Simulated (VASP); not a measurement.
A VASP calculation is set up with these files.

File KPOINTS:
```
Automatic
0
Gamma
9 9 9
0 0 0
```

POSCAR:
```
LiBr
1
    0.0000000000     2.7218434161     2.7218434161
    2.7218434161     0.0000000000     2.7218434161
    2.7218434161     2.7218434161     0.0000000000
Li Br
1 1
Direct
  0.0000000000   0.0000000000   0.0000000000
  0.5000000000   0.5000000000   0.5000000000
```

### INCAR
```
SYSTEM = LiBr
PREC = Accurate; ENCUT = 520; LREAL = F
LASPH = T
EDIFF = 1E-7; NELM = 100; ALGO = Normal
LMAXMIX = 4
ISMEAR = -5
GGA = CX; LUSE_VDW = T; AGGAC = 0.0
ISIF = 2
LWAVE = F; LCHARG = T; LORBIT = 11
NEDOS = 601
```

POTCAR, in this order: Li_sv Br (PBE.64 set). Program: vasp_std.

### Question
Write an equivalent input for Quantum ESPRESSO's pw.x.

### Answer
One equivalent input (not run):
```
&CONTROL
  calculation = 'scf'
  pseudo_dir = './pseudo'
  outdir = './out'
  tprnfor = .true.
  tstress = .true.
/
&SYSTEM
  ibrav = 0
  nat = 2
  ntyp = 2
  ecutwfc = 74
  occupations = 'tetrahedra'
  input_dft = 'vdw-df-cx'
/
&ELECTRONS
  conv_thr = 7.3e-09
  electron_maxstep = 100
/
ATOMIC_SPECIES
  Li 6.940 Li.upf
  Br 79.904 Br.upf
CELL_PARAMETERS angstrom
     0.0000000    2.7218434    2.7218434
     2.7218434    0.0000000    2.7218434
     2.7218434    2.7218434    0.0000000
ATOMIC_POSITIONS crystal
  Li   0.0000000  0.0000000  0.0000000
  Br   0.5000000  0.5000000  0.5000000
K_POINTS automatic
  9 9 9 0 0 0
```
The two are equivalent in intent, not identical: the potentials are each code's own (VASP's PAW set, PseudoDojo norm-conserving files in pw.x), so ENCUT and ecutwfc are chosen apart and not converted; conv_thr bounds pw.x's estimated SCF error, while EDIFF bounds the energy change between steps.

The compound is LiBr in the rock salt structure. It was relaxed first.
